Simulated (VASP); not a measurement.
# Al (Fm-3m) in VASP: elastic constants with r2SCAN

Aim: the elastic constants of Al with r2SCAN.

All numbers are computed with VASP 6.6.1; they aren't measurements. Logs are shortened: lines on timing, memory, paths and dates and some standing lists are left out, and cuts for length are marked.

### 1 Starting point

It takes space group Fm-3m (No. 225, cubic). Conventional cell: a = 3.989 Å, b = 3.989 Å, c = 3.989 Å, α = 90.00°, β = 90.00°, γ = 90.00°. Al (site symmetry m-3m) is surrounded by 12 Al at 2.82 Å.

### 2 Elastic constants, r2SCAN

Contents of POSCAR:

```
Al
1.0
    0.0000000000      1.9943126525      1.9943126525
    1.9943126525      0.0000000000      1.9943126525
    1.9943126525      1.9943126525      0.0000000000
  Al
     1
Direct
     0.0000000000000000    0.0000000000000000    0.0000000000000000
```

Contents of INCAR.step1:

```
PREC     = Accurate       # precision mode
ENCUT    = 600            # plane-wave cutoff, eV
EDIFF    = 1E-8           # SCF threshold, eV
ISMEAR   = 1              # smearing method
SIGMA    = 0.1            # smearing width, eV
LREAL    = F              # projectors in reciprocal space
LASPH    = T              # aspherical terms in the spheres
NELM     = 80             # most SCF steps
ALGO     = Normal         # electronic algorithm
ISIF     = 3              # what is computed and relaxed
LWAVE    = F              # write WAVECAR
LCHARG   = F              # write CHGCAR
METAGGA  = R2SCAN         # meta-GGA
LMIXTAU  = T            
IBRION   = 2              # ionic algorithm
NSW      = 40             # ionic steps
EDIFFG   = -0.002         # ionic threshold
```

Contents of INCAR.step2:

```
PREC     = Accurate       # precision mode
ENCUT    = 600            # plane-wave cutoff, eV
EDIFF    = 1E-8           # SCF threshold, eV
ISMEAR   = 1              # smearing method
SIGMA    = 0.1            # smearing width, eV
LREAL    = F              # projectors in reciprocal space
LASPH    = T              # aspherical terms in the spheres
NELM     = 80             # most SCF steps
ALGO     = Normal         # electronic algorithm
ISIF     = 3              # what is computed and relaxed
LWAVE    = F              # write WAVECAR
LCHARG   = F              # write CHGCAR
METAGGA  = R2SCAN         # meta-GGA
LMIXTAU  = T            
IBRION   = 6              # ionic algorithm
NFREE    = 2            
POTIM    = 0.015          # step
NSW      = 1              # ionic steps
```

Contents of KPOINTS:

```
regular mesh
0
Gamma
  16 16 16
```

Potentials or basis: VASP PAW PBE potentials, release 64 (Al).

Launch:

```console
> cat potpaw_PBE.64/Al/POTCAR > POTCAR
> cp INCAR.step1 INCAR
> mpirun -np 1 vasp_std > vasp.out
> cp CONTCAR POSCAR
> cp INCAR.step2 INCAR
> mpirun -np 1 vasp_std > vasp.out
```

OUTCAR:

```text
PREC = Accurate
   ENCUT = 600
   EDIFF = 1E-8
   ISMEAR = 1
   LREAL = F
   LASPH = T
   NELM = 80
   ISIF = 3
   METAGGA = R2SCAN
   IBRION = 6
   NFREE = 2
   POTIM = 0.015
   NSW = 1

 ion  position               nearest neighbor table
   1  0.000  0.000  0.000-

  LATTYP: Found a face centered cubic cell.
 ALAT       =     3.9892450671

  Lattice vectors:

 A1 = (   0.0000000000,   1.9946225335,   1.9946225335)
 A2 = (   1.9946225335,   0.0000000000,   1.9946225335)
 A3 = (   1.9946225335,   1.9946225335,   0.0000000000)

Analysis of symmetry for initial positions (statically):
=====================================================================
 Subroutine PRICEL returns:
 Original cell was already a primitive cell.

 Routine SETGRP: Setting up the symmetry group for a
 face centered cubic supercell.

 Subroutine GETGRP returns: Found 48 space group operations
 (whereof 48 operations were pure point group operations)
 out of a pool of 48 trial point group operations.

The static configuration has the point symmetry O_h .

Analysis of symmetry for dynamics (positions and initial velocities):
=====================================================================
 Subroutine PRICEL returns:
 Original cell was already a primitive cell.

 Routine SETGRP: Setting up the symmetry group for a
 face centered cubic supercell.

 Subroutine GETGRP returns: Found 48 space group operations
 (whereof 48 operations were pure point group operations)
 out of a pool of 48 trial point group operations.

The dynamic configuration has the point symmetry O_h .

 Subroutine INISYM returns: Found 48 space group operations
 (whereof 48 operations are pure point group operations),
 and found     1 'primitive' translations

----------------------------------------------------------------------------------------

                                     Primitive cell
[... 323 lines left out ...]
  free energy    TOTEN  =        -6.74360220 eV

  energy without entropy =       -6.74379916  energy(sigma->0) =       -6.74366785

 E-fermi :   8.4526     XC(G=0): -11.0521

 val. band max:        8.4404600674   @ k =  -0.3125   0.4375   0.1250
 cond. band min:       8.5642805045   @ k =   0.5000   0.2500   0.1250
 fundamental gap:      0.1238204371
 Fermi energy:         8.4526457541

 k-point     1 :       0.0000    0.0000    0.0000
  band No.  band energies     occupation
      1      -3.6900      2.00000
      2      21.9721      0.00000
      3      21.9721      0.00000
      4      21.9721      0.00000
      5      24.1917      0.00000
[... 177 lines left out ...]
 k-point    24 :      -0.0625    0.0625    0.0000
  band No.  band energies     occupation
      1      -3.3815      2.00000
      2      18.9683      0.00000
      3      19.9073      0.00000
      4      22.2721      0.00000
      5      24.4019      0.00000

 [... further k-points ...]
[... 5 lines left out ...]
  --------------------------------------------------------------------------------------
  -------------------------------------------------------------------------------------
  Total       -0.0010885     -0.0010885     -0.0010885      0.0000000     -0.0000000      0.0000000
  in kB       -0.1098785     -0.1098785     -0.1098785      0.0000000     -0.0000000      0.0000000
  external PRESSURE =      -0.1098785 kB  Pullay stress =       0.0000000 kB
[... 16 lines left out ...]
  FREE ENERGIE OF THE ION-ELECTRON SYSTEM (eV)
  ---------------------------------------------------
  free  energy   TOTEN  =        -6.7436021979 eV

  energy  without entropy=       -6.7437991644  energy(sigma->0) =       -6.74366785

 INTERNAL STRAIN TENSORS FROM STRAINED CELLS
 ============================================

 INTERNAL STRAIN TENSOR FOR ION    1 for displacements in x,y,z  (eV/Angst):
          X           Y           Z          XY          YZ          ZX
  --------------------------------------------------------------------------------
  x     0.00000    -0.00000    -0.00000     0.00000     0.00000     0.00000
  y     0.00000     0.00000     0.00000    -0.00000     0.00000     0.00000
  z     0.00000     0.00000     0.00000    -0.00000     0.00000     0.00000

 INTERNAL STRAIN TENSORS FROM DISPLACED ATOMS
 ============================================

 INTERNAL STRAIN TENSOR FOR ION    1 for displacements in x,y,z  (eV/Angst):
          X           Y           Z          XY          YZ          ZX
  --------------------------------------------------------------------------------
  x     0.00000     0.00000     0.00000     0.00000     0.00000     0.00000
  y     0.00000     0.00000     0.00000     0.00000     0.00000     0.00000
  z     0.00000     0.00000     0.00000     0.00000     0.00000     0.00000

 Eigenvectors and eigenvalues of the dynamical matrix
 ----------------------------------------------------

   1 f/i=    0.000000 THz     0.000000 2PiTHz    0.000000 cm-1     0.000000 meV
             X         Y         Z           dx          dy          dz
      0.000000  0.000000  0.000000     1.000000    0.000000    0.000000

   2 f/i=    0.000000 THz     0.000000 2PiTHz    0.000000 cm-1     0.000000 meV
             X         Y         Z           dx          dy          dz
      0.000000  0.000000  0.000000     0.000000    1.000000    0.000000

   3 f/i=    0.000000 THz     0.000000 2PiTHz    0.000000 cm-1     0.000000 meV
             X         Y         Z           dx          dy          dz
      0.000000  0.000000  0.000000     0.000000    0.000000    1.000000

--------------------------------------------------------------------------------------------------------

 ELASTIC MODULI CONTR FROM IONIC RELAXATION (kBar)
 Direction    XX          YY          ZZ          XY          YZ          ZX
 --------------------------------------------------------------------------------
 XX           0.0000      0.0000      0.0000      0.0000      0.0000      0.0000
 YY           0.0000      0.0000      0.0000      0.0000      0.0000      0.0000
 ZZ           0.0000      0.0000      0.0000      0.0000      0.0000      0.0000
 XY           0.0000      0.0000      0.0000      0.0000      0.0000      0.0000
 YZ           0.0000      0.0000      0.0000      0.0000      0.0000      0.0000
 ZX           0.0000      0.0000      0.0000      0.0000      0.0000      0.0000
 --------------------------------------------------------------------------------

 TOTAL ELASTIC MODULI (kBar)
 Direction    XX          YY          ZZ          XY          YZ          ZX
 --------------------------------------------------------------------------------
 XX        1995.0561    432.0934    432.0934      0.0000      0.0000      0.0000
 YY         432.0934   1995.0561    432.0934     -0.0000     -0.0000     -0.0000
 ZZ         432.0934    432.0934   1995.0561      0.0000      0.0000     -0.0000
 XY           0.0000     -0.0000      0.0000    554.0983      0.0000     -0.0000
 YZ           0.0000     -0.0000      0.0000      0.0000    554.0983      0.0000
 ZX           0.0000     -0.0000     -0.0000     -0.0000      0.0000    554.0983
 --------------------------------------------------------------------------------
```

OUTCAR.step1:

```text
PREC = Accurate
   ENCUT = 600
   EDIFF = 1E-8
   ISMEAR = 1
   LREAL = F
   LASPH = T
   NELM = 80
[... 459 lines left out ...]
 -----------------------------------------------------------------------------------
      0.00000      0.00000      0.00000        -0.000000     -0.000000     -0.000000
 -----------------------------------------------------------------------------------
    total drift:                                0.000000      0.000000     -0.000000

  FREE ENERGIE OF THE ION-ELECTRON SYSTEM (eV)
  ---------------------------------------------------
  free  energy   TOTEN  =        -6.7435996310 eV

  energy  without entropy=       -6.7437965945  energy(sigma->0) =       -6.74366529

 reached required accuracy - stopping structural energy minimisation
```

OSZICAR.step1:

```text
N       E                     dE             d eps       ncg     rms          rms(c)
DAV:   1    -0.420947440800E+01   -0.42095E+01   -0.10013E+03  1480   0.397E+02
DAV:   2    -0.689613302136E+01   -0.26867E+01   -0.24208E+01  1835   0.355E+01
[... 25 lines left out ...]
DAV:   1    -0.674360105920E+01   -0.43117E-06   -0.85486E-06  1795   0.200E-02    0.426E-03
DAV:   2    -0.674360036258E+01    0.69662E-06   -0.19470E-07  2030   0.387E-03    0.105E-03
DAV:   3    -0.674359989335E+01    0.46923E-06   -0.38517E-08  1660   0.148E-03    0.479E-04
DAV:   4    -0.674359959436E+01    0.29899E-06   -0.44521E-08  1695   0.176E-03    0.176E-04
DAV:   5    -0.674359954623E+01    0.48128E-07   -0.20178E-08  1565   0.103E-03    0.258E-04
DAV:   6    -0.674359963439E+01   -0.88161E-07   -0.57203E-10   750   0.209E-04    0.158E-05
DAV:   7    -0.674359963096E+01    0.34364E-08   -0.12701E-10   755   0.115E-04
   2 F= -.67435996E+01 E0= -.67436653E+01  d E =0.994152E-06
```

Wall time 12 min (1 thread of Intel Xeon 6975P-C (Granite Rapids), shared host); peak memory 0.31 GiB.

Results:

* Elastic constants C11, C12, C44: 200, 43, 55 GPa
* Voigt bulk modulus: 95 GPa

Elastic tensor in Voigt notation (GPa, in the Cartesian axes of the cell as first typed):
```
200  43  43   0   0   0
 43 200  43   0   0   0
 43  43 200   0   0   0
  0   0   0  55   0   0
  0   0   0   0  55   0
  0   0   0   0   0  55
```

Clamped-ion elastic tensor (GPa):
```
200  43  43   0   0   0
 43 200  43   0   0   0
 43  43 200   0   0   0
  0   0   0  55   0   0
  0   0   0   0  55   0
  0   0   0   0   0  55
```

Caveat: the PAW data sets were made with another functional, which shifts forces and pressure a little.
